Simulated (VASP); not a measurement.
Given:

```xyz
5
Lattice="3.8608 0.0000 0.0000 0.0000 3.8608 0.0000 0.0000 0.0000 3.8608" Properties=species:S:1:pos:R:3 pbc="T T T"
Sr     0.0000     0.0000     0.0000
V      1.9304     1.9304     1.9304
O      1.9304     0.0000     1.9304
O      0.0000     1.9304     1.9304
O      1.9304     1.9304     0.0000
```

The numbers are results of PW91 GGA, VASP's PBE PAW potentials (set 64) (plane waves; VASP), not measurements. Numerical set-up: 520 eV cut-off, Gaussian smearing of 0.050 eV, potentials Sr_sv V_sv O.

### Question
Give the energies of bands 12 to 23 at the high-symmetry points, in eV from the Fermi level.

### Answer

```tsv
band	Γ	X	M	R
12	-5.15	-6.63	-6.91	-7.12
13	-5.15	-5.16	-6.80	-6.42
14	-5.15	-5.16	-6.43	-6.42
15	-3.22	-4.53	-5.03	-5.85
16	-3.22	-4.51	-5.03	-5.85
17	-3.22	-4.51	-4.09	-5.85
18	-2.41	-4.05	-3.60	-2.02
19	-2.41	-2.85	-3.60	-2.02
20	-2.41	-2.85	-2.12	-2.02
21	-0.96	-0.85	0.88	1.46
22	-0.96	0.91	0.88	1.46
23	-0.96	0.91	1.24	1.46
```

It has no gap at this level: it comes out as a metal or semimetal.

The compound is SrVO3 in the cubic perovskite structure. It was relaxed first. The run is not spin-polarised, so no magnetic state was tried. The electron count is odd and the run is not spin-polarised, which forces a metal.
